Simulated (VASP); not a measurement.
Consider the following.

```xyz
2
Lattice="0.0000 2.3684 2.3684 2.3684 0.0000 2.3684 2.3684 2.3684 0.0000" Properties=species:S:1:pos:R:3 pbc="T T T"
Zr     0.0000     0.0000     0.0000
C      2.3684     2.3684     2.3684
```

Calculation: LDA (Ceperley-Alder, Perdew-Zunger), VASP's LDA PAW potentials (set 64) (plane waves; VASP). Run with 520 eV cut-off, 14×14×14 Γ-centred mesh, first-order Methfessel-Paxton smearing of 0.10 eV, potentials Zr_sv C.

**Question.** The job: ZrC (rock salt), 2 atoms, LDA, static run, 520 eV, 14×14×14 Γ-centred mesh. Roughly how much core time does it take on a busy server core?

**Answer.** About 20 core-seconds (one run on a shared machine, a rough figure). It had 104 irreducible k-points, 12 bands, up to 730 plane waves and 14 electronic steps.

The compound is ZrC in the rock salt structure. This cell is one point of a volume scan, at 1.06 of the reference volume.
